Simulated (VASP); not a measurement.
These are r2SCAN meta-GGA, VASP's PBE PAW potentials (set 64) (plane waves; VASP) values and carry that method's errors.

The input files of a VASP run:

### KPOINTS_OPT
```
k-points along high-symmetry lines
8
Line-mode
Reciprocal
  0.000000   0.000000   0.000000 ! GAMMA
  0.000000   0.500000   0.000000 ! X

  0.000000   0.500000   0.000000 ! X
  0.500000   0.500000   0.000000 ! M

  0.500000   0.500000   0.000000 ! M
  0.000000   0.000000   0.000000 ! GAMMA

  0.000000   0.000000   0.000000 ! GAMMA
  0.500000   0.500000   0.500000 ! R

  0.500000   0.500000   0.500000 ! R
  0.000000   0.500000   0.000000 ! X

  0.500000   0.500000   0.500000 ! R
  0.500000   0.500000   0.000000 ! M

  0.500000   0.500000   0.000000 ! M
  0.500000   0.000000   0.000000 ! X_1
```

**INCAR**
```
! general
SYSTEM  = GeRh
PREC    = Accurate
ENCUT   = 400
LREAL   = F
LASPH   = T

! electronic loop
EDIFF   = 1E-7   ! SCF stop (eV)
NELM    = 100
ALGO    = Normal
LMAXMIX = 4   ! l cut-off of mixed one-centre charges
LMIXTAU = T

! smearing
ISMEAR  = -5

! functional
METAGGA = R2SCAN

! ions
ISIF    = 2   ! forces and stress, cell fixed

! output
LWAVE   = F
LCHARG  = F
LORBIT  = 11   ! lm-projected
NEDOS   = 601   ! DOS grid

! other
LEFG    = T
```

File POSCAR:
```
GeRh
1
    4.8968801542    -0.0000000000     0.0000000000
    0.0000000000     4.8968801542     0.0000000000
    0.0000000000    -0.0000000000     4.8968801542
Ge Rh
4 4
Direct
  0.1657020241   0.3342979759   0.6657020241
  0.3342979759   0.6657020241   0.1657020241
  0.6657020241   0.1657020241   0.3342979759
  0.8342979759   0.8342979759   0.8342979759
  0.8813919806   0.6186080194   0.3813919806
  0.6186080194   0.3813919806   0.8813919806
  0.3813919806   0.8813919806   0.6186080194
  0.1186080194   0.1186080194   0.1186080194
```

### KPOINTS
```
Automatic mesh
0
Gamma
7 7 7
0 0 0
```

POTCAR, in this order: Ge_d Rh_pv (PBE.64 set). Program: vasp_std.

What VASP printed:

OSZICAR:
```
       N       E                     dE             d eps       ncg     rms          rms(c)
DAV:   1     0.151182581540E+04    0.15118E+04   -0.49423E+04  4548   0.397E+03
DAV:   2     0.849863598616E+02   -0.14268E+04   -0.13869E+04  3312   0.105E+03
DAV:   3    -0.162312572537E+03   -0.24730E+03   -0.23751E+03  3397   0.260E+02
DAV:   4    -0.179504126960E+03   -0.17192E+02   -0.16820E+02  3896   0.753E+01
DAV:   5    -0.180003024575E+03   -0.49890E+00   -0.49768E+00  3659   0.140E+01    0.247E+01
DAV:   6    -0.161126463421E+03    0.18877E+02   -0.21522E+01  3487   0.290E+01    0.704E+00
DAV:   7    -0.155380179946E+03    0.57463E+01   -0.28339E+00  3847   0.108E+01    0.454E+00
DAV:   8    -0.155791928972E+03   -0.41175E+00   -0.54691E-01  3715   0.325E+00    0.228E+00
DAV:   9    -0.155866480719E+03   -0.74552E-01   -0.15788E-01  3568   0.207E+00    0.462E-01
DAV:  10    -0.155963266250E+03   -0.96786E-01   -0.10124E-01  3480   0.137E+00    0.315E-01
DAV:  11    -0.155968477933E+03   -0.52117E-02   -0.48540E-03  3560   0.380E-01    0.231E-01
DAV:  12    -0.155966691482E+03    0.17865E-02   -0.41545E-03  3440   0.391E-01    0.762E-02
DAV:  13    -0.155969947631E+03   -0.32561E-02   -0.11558E-03  3432   0.195E-01    0.372E-02
DAV:  14    -0.155969886413E+03    0.61217E-04   -0.49514E-04  3467   0.107E-01    0.873E-03
DAV:  15    -0.155970228995E+03   -0.34258E-03   -0.46852E-04  3367   0.111E-01    0.573E-03
DAV:  16    -0.155970283457E+03   -0.54462E-04   -0.23985E-05  3635   0.261E-02    0.180E-03
DAV:  17    -0.155970283033E+03    0.42339E-06   -0.19073E-06  3114   0.729E-03    0.716E-04
DAV:  18    -0.155970283032E+03    0.17462E-08   -0.68545E-07  2674   0.544E-03
   1 F= -.15597028E+03 E0= -.15597028E+03  d E =0.000000E+00
       N       E                     dE             ncg
       N       E                     dE             ncg
       N       E                     dE             ncg
```

OUTCAR:
```
------------------------ aborting loop because EDIFF is reached ----------------------------------------
  FORCE on cell =-STRESS in cart. coord.  units (eV):
  Direction    XX          YY          ZZ          XY          YZ          ZX
  --------------------------------------------------------------------------------------
  Total       -0.0166247     -0.0166247     -0.0166247      0.0000000      0.0000000      0.0000000
  in kB       -0.2268327     -0.2268327     -0.2268327      0.0000000      0.0000000      0.0000000
  external PRESSURE =      -0.2268327 kB  Pullay stress =       0.0000000 kB
  volume of cell :      117.42
      direct lattice vectors                 reciprocal lattice vectors
     4.896880154  0.000000000  0.000000000     0.204211655  0.000000000  0.000000000
     0.000000000  4.896880154  0.000000000     0.000000000  0.204211655  0.000000000
     0.000000000  0.000000000  4.896880154     0.000000000  0.000000000  0.204211655
 POSITION                                       TOTAL-FORCE (eV/Angst)
 -----------------------------------------------------------------------------------
      0.81142      1.63702      3.25986        -0.004772      0.004772     -0.004772
      1.63702      3.25986      0.81142         0.004772     -0.004772     -0.004772
      3.25986      0.81142      1.63702        -0.004772     -0.004772      0.004772
      4.08546      4.08546      4.08546         0.004772      0.004772      0.004772
      4.31607      3.02925      1.86763        -0.012622      0.012622     -0.012622
      3.02925      1.86763      4.31607         0.012622     -0.012622     -0.012622
      1.86763      4.31607      3.02925        -0.012622     -0.012622      0.012622
      0.58081      0.58081      0.58081         0.012622      0.012622      0.012622
 -----------------------------------------------------------------------------------
    total drift:                               -0.000003     -0.000001      0.000000
  FREE ENERGIE OF THE ION-ELECTRON SYSTEM (eV)
  ---------------------------------------------------
  free  energy   TOTEN  =      -155.9702830317 eV

  energy  without entropy=     -155.9702830317  energy(sigma->0) =     -155.97028303

 total charge

# of ion       s       p       d       tot
------------------------------------------
    1        1.104   1.180  10.115  12.399
    2        1.104   1.180  10.115  12.399
    3        1.104   1.180  10.115  12.399
    4        1.104   1.180  10.115  12.399
    5        0.330   6.285   7.345  13.959
    6        0.330   6.285   7.345  13.959
    7        0.330   6.285   7.345  13.959
    8        0.330   6.285   7.345  13.959
--------------------------------------------------
tot          5.738  29.858  69.838 105.433
```
(Selected blocks of OUTCAR.)

For a metal the tetrahedron method with Blöchl corrections gives inexact stress and forces.

The structure comes from a computed database's GeRh entry (P2_13); how it stands against other phases isn't given here. It was relaxed first.
